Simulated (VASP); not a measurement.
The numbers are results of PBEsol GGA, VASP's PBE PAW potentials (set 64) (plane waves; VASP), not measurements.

The input files of a VASP run:

**POSCAR**
```
SnO
1
    3.2926556715    -0.0000000000    -0.0000000000
   -1.6463278357     2.8515235078     0.0000000000
    0.0000000000    -0.0000000000     8.2878544085
Sn O
2 2
Direct
  0.3333330000   0.6666670000   0.0027933979
  0.6666670000   0.3333330000   0.5027933979
  0.3333330000   0.6666670000   0.3722066021
  0.6666670000   0.3333330000   0.8722066021
```

**INCAR**
```
ALGO  =  Normal
EDIFF  =  1E-6
EDIFFG  =  -0.02
ENCUT  =  520
GGA  =  PS
IBRION  =  2
ISIF  =  3
ISMEAR  =  0
LASPH  =  .True.
LCHARG  =  .False.
LMAXMIX  =  4
LREAL  =  .False.
LWAVE  =  .False.
NELM  =  100
NSW  =  60
PREC  =  Accurate
SIGMA  =  0.05
SYSTEM  =  SnO
```

KPOINTS:
```
Regular mesh
0
G
7 7 3
0 0 0
```

POTCAR, in this order: Sn_d O (PBE.64 set). Program: vasp_std.

What VASP printed:

File OUTCAR:
```
 ion  position               nearest neighbor table
   1  0.333  0.667  0.003-   4 2.19   4 2.19   4 2.19
   2  0.667  0.333  0.503-   3 2.19   3 2.19   3 2.19
   3  0.333  0.667  0.372-   2 2.19   2 2.19   2 2.19
   4  0.667  0.333  0.872-   1 2.19   1 2.19   1 2.19
  LATTYP: Found a hexagonal cell.
 ALAT       =     3.2926556715
 C/A-ratio  =     2.5170729148
 Subroutine PRICEL returns:
 Original cell was already a primitive cell.
 Subroutine GETGRP returns: Found 12 space group operations
The static configuration has the point symmetry C_3v.
 The point group associated with its full space group is C_6v.
The dynamic configuration has the point symmetry C_3v.
 Subroutine INISYM returns: Found 12 space group operations
 Subroutine IBZKPT returns following result:
 Found     16 irreducible k-points:

 Following reciprocal coordinates:
            Coordinates               Weight
  0.000000  0.000000  0.000000      1.000000
  0.142857  0.000000  0.000000      6.000000
  0.285714  0.000000  0.000000      6.000000
  0.428571  0.000000  0.000000      6.000000
  0.142857  0.142857  0.000000      6.000000
  0.285714  0.142857  0.000000     12.000000
  0.428571  0.142857  0.000000      6.000000
  0.285714  0.285714  0.000000      6.000000
  0.000000  0.000000  0.333333      2.000000
  0.142857  0.000000  0.333333     12.000000
  0.285714  0.000000  0.333333     12.000000
  0.428571  0.000000  0.333333     12.000000
  0.142857  0.142857  0.333333     12.000000
  0.285714  0.142857  0.333333     24.000000
  0.428571  0.142857  0.333333     12.000000
  0.285714  0.285714  0.333333     12.000000
   k-points           NKPTS =     16   k-points in BZ     NKDIM =     16   number of bands    NBANDS=     24
   number of dos      NEDOS =    301   number of ions     NIONS =      4
   total plane-waves  NPLWV =  36864
   dimension x,y,z NGX =    24 NGY =   24 NGZ =   64
   dimension x,y,z NGXF=    48 NGYF=   48 NGZF=  128
   ions per type =               2   2
   PREC   = accura    normal or accurate (medium, high low for compatibility)
   ISTART =      0    job   : 0-new  1-cont  2-samecut
   ICHARG =      2    charge: 1-file 2-atom 10-const
   ISPIN  =      1    spin polarized calculation?
   LNONCOLLINEAR =      F non collinear calculations
   LSORBIT =      F    spin-orbit coupling
   INIWAV =      1    electr: 0-lowe 1-rand  2-diag
   ENCUT  =  520.0 eV  38.22 Ry    6.18 a.u.   6.12  6.12 15.41*2*pi/ulx,y,z
   NELM   =    100;   NELMIN=  2; NELMDL= -5     # of ELM steps
   EDIFF  = 0.1E-05   stopping-criterion for ELM
   LREAL  =      F    real-space projection
   NLSPLINE    = F    spline interpolate recip. space projectors
   LMAXMIX     =    4 max onsite mixed and CHGCAR
   VOSKOWN=      0    Vosko Wilk Nusair interpolation
   EDIFFG = -.2E-01   stopping-criterion for IOM
   NSW    =     60    number of steps for IOM
   NBLOCK =      1;   KBLOCK =     60    inner block; outer block
   IBRION =      2    ionic relax: 0-MD 1-quasi-New 2-CG
   NFREE  =      1    steps in history (QN), initial steepest desc. (CG)
   ISIF   =      3    stress and relaxation
   ISYM   =      2    0-nonsym 1-usesym 2-fastsym
   TEIN   =    0.0    initial temperature
   TEBEG  =    0.0;   TEEND  =   0.0 temperature during run
   SMASS  =  -3.00    Nose mass-parameter (am)
   PSTRESS=    0.0 pullay stress
   NELECT =      40.0000    total number of electrons
   EFERMI =   0.00;   METHOD = LEGACY
   ISMEAR =     0;   SIGMA  =   0.05  broadening in eV -4-tet -1-fermi 0-gaus
   IALGO  =     38    algorithm
   LDIAG  =      T    sub-space diagonalisation (order eigenvalues)
   IMIX   =      4    mixing-type and parameters
     AMIX     =   0.40;   BMIX     =  1.00
     AMIX_MAG =   1.60;   BMIX_MAG =  1.00
...
```

File OSZICAR:
```
       N       E                     dE             d eps       ncg     rms          rms(c)
DAV:   1     0.411919482362E+03    0.41192E+03   -0.21155E+04   792   0.247E+03
DAV:   2     0.354438279583E+02   -0.37648E+03   -0.36961E+03   832   0.574E+02
DAV:   3    -0.238287772408E+02   -0.59273E+02   -0.58561E+02   928   0.201E+02
DAV:   4    -0.261203006340E+02   -0.22915E+01   -0.22893E+01   904   0.447E+01
DAV:   5    -0.261823013751E+02   -0.62001E-01   -0.61996E-01   944   0.758E+00    0.110E+01
DAV:   6    -0.230252106547E+02    0.31571E+01   -0.24015E+01  1256   0.558E+01    0.581E+00
DAV:   7    -0.228300793480E+02    0.19513E+00   -0.26732E+00   896   0.110E+01    0.259E+00
DAV:   8    -0.228054037574E+02    0.24676E-01   -0.55632E-01   936   0.490E+00    0.889E-01
DAV:   9    -0.227897013508E+02    0.15702E-01   -0.87959E-02  1240   0.294E+00    0.269E-01
DAV:  10    -0.227918850830E+02   -0.21837E-02   -0.16084E-02  1064   0.118E+00    0.236E-01
DAV:  11    -0.227907556675E+02    0.11294E-02   -0.64635E-03  1184   0.710E-01    0.253E-02
DAV:  12    -0.227908381389E+02   -0.82471E-04   -0.69241E-04   816   0.163E-01    0.442E-02
DAV:  13    -0.227908221029E+02    0.16036E-04   -0.11284E-04  1112   0.102E-01    0.626E-03
DAV:  14    -0.227908224215E+02   -0.31858E-06   -0.83529E-06   936   0.257E-02
   1 F= -.22790822E+02 E0= -.22790822E+02  d E =-.227908E+02
       N       E                     dE             d eps       ncg     rms          rms(c)
DAV:   1    -0.227924929163E+02   -0.16708E-02   -0.38156E-02   904   0.286E+00    0.244E-01
DAV:   2    -0.227912241369E+02    0.12688E-02   -0.52420E-03  1000   0.778E-01    0.905E-02
DAV:   3    -0.227909772784E+02    0.24686E-03   -0.57173E-04   976   0.452E-01    0.432E-02
DAV:   4    -0.227909179184E+02    0.59360E-04   -0.19513E-04   968   0.208E-01    0.974E-03
DAV:   5    -0.227909136619E+02    0.42565E-05   -0.44837E-05  1056   0.807E-02    0.547E-03
DAV:   6    -0.227909126544E+02    0.10075E-05   -0.31369E-06   680   0.208E-02    0.188E-03
DAV:   7    -0.227909125016E+02    0.15278E-06   -0.73843E-07   448   0.861E-03
   2 F= -.22790913E+02 E0= -.22790913E+02  d E =-.900801E-04
```

File OUTCAR:
```
------------------------ aborting loop because EDIFF is reached ----------------------------------------
  FORCE on cell =-STRESS in cart. coord.  units (eV):
  Direction    XX          YY          ZZ          XY          YZ          ZX
  --------------------------------------------------------------------------------------
  Total       -0.0250079     -0.0250079      0.0423874     -0.0000000     -0.0000000      0.0000000
  in kB       -0.5139487     -0.5139487      0.8711210     -0.0000000     -0.0000000      0.0000000
  external PRESSURE =      -0.0522588 kB  Pullay stress =       0.0000000 kB
  volume of cell :       77.96
      direct lattice vectors                 reciprocal lattice vectors
     3.293586770  0.000000000  0.000000000     0.303620360  0.175295293  0.000000000
    -1.646793385  2.852329863  0.000000000    -0.000000000  0.350590587  0.000000000
     0.000000000  0.000000000  8.298502985     0.000000000  0.000000000  0.120503662
 POSITION                                       TOTAL-FORCE (eV/Angst)
 -----------------------------------------------------------------------------------
     -0.00000      1.90155      0.02321         0.000000      0.000000     -0.019705
      1.64680      0.95078      4.17247        -0.000000     -0.000000     -0.019705
     -0.00000      1.90155      3.08872         0.000000     -0.000000      0.019705
      1.64680      0.95078      7.23798        -0.000000      0.000000      0.019705
 -----------------------------------------------------------------------------------
    total drift:                               -0.002249      0.001299      0.001741
  FREE ENERGIE OF THE ION-ELECTRON SYSTEM (eV)
  ---------------------------------------------------
  free  energy   TOTEN  =       -22.7909125016 eV

  energy  without entropy=      -22.7909125016  energy(sigma->0) =      -22.79091250

 reached required accuracy - stopping structural energy minimisation
```
(Selected blocks of OUTCAR.)

### CONTCAR
```
SnO
   1.00000000000000
     3.2935867702602306    0.0000000000000163    0.0000000000000000
    -1.6467933850800871    2.8523298630225118    0.0000000000000000
     0.0000000000000000    0.0000000000000000    8.2985029849588248
  Sn              O
     2     2
Direct
     0.3333330000000032    0.6666669999999968    0.0027974845569236
     0.6666669999999968    0.3333330000000032    0.5027974845569236
     0.3333330000000032    0.6666669999999968    0.3722025154430764
     0.6666669999999968    0.3333330000000032    0.8722025154430764
```

The structure was generated: SnO was put into the wurtzite type (P6_3mc), which need not be its known phase. This run relaxes it. Symmetry was kept, so distortions that lower it aren't found. The start is the result of an earlier pass.
